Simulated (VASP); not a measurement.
Here is a VASP 6.6.1 calculation.

INCAR

```
SYSTEM = Sn
PREC     = Accurate       ! precision mode
ENCUT    = 600            ! plane-wave cutoff, eV
EDIFF    = 1E-6           ! SCF threshold, eV
ISMEAR   = 0              ! smearing method
SIGMA    = 0.03           ! smearing width, eV
LREAL    = .FALSE.        ! projectors in reciprocal space
LASPH    = .TRUE.         ! aspherical terms in the spheres
NELM     = 80             ! most SCF steps
ALGO     = Normal         ! electronic algorithm
ISIF     = 3              ! what is computed and relaxed
LWAVE    = .FALSE.        ! write WAVECAR
LCHARG   = .FALSE.        ! write CHGCAR
GGA      = PS             ! functional
IBRION   = 2              ! ionic algorithm
NSW      = 90             ! ionic steps
EDIFFG   = -0.01          ! ionic threshold
PSTRESS  = 109.0
```

Contents of KPOINTS:

```
regular mesh
0
G
  12 12 12
  0 0 0
```

Contents of POSCAR:

```
Sn
1.0
   -2.9196440750      2.9196440750      1.5938000000
    2.9196440750     -2.9196440750      1.5938000000
    2.9196440750      2.9196440750     -1.5938000000
Sn
2
Direct
    0.0000000000      0.0000000000      0.0000000000
    0.7500000000      0.2500000000      0.5000000000
```

Potentials or basis: VASP PAW PBE potentials, release 64 (Sn_d).

Command:

```sh
$ cat potpaw_PBE.64/Sn_d/POTCAR > POTCAR
$ mpirun -np 1 vasp_std > vasp.out
```

(1) Predict the space group after relaxing (to 0.05 Å).

(2) What does it give for the relaxed cell?

## Answers

(1) I4_1/amd (No. 141).

(2) a = 4.226 Å, b = 4.226 Å, c = 4.226 Å, α = 97.22°, β = 97.22°, γ = 138.46°.

Caveat: the cell is relaxed towards a set pressure, so the enthalpy falls and the energy may rise.
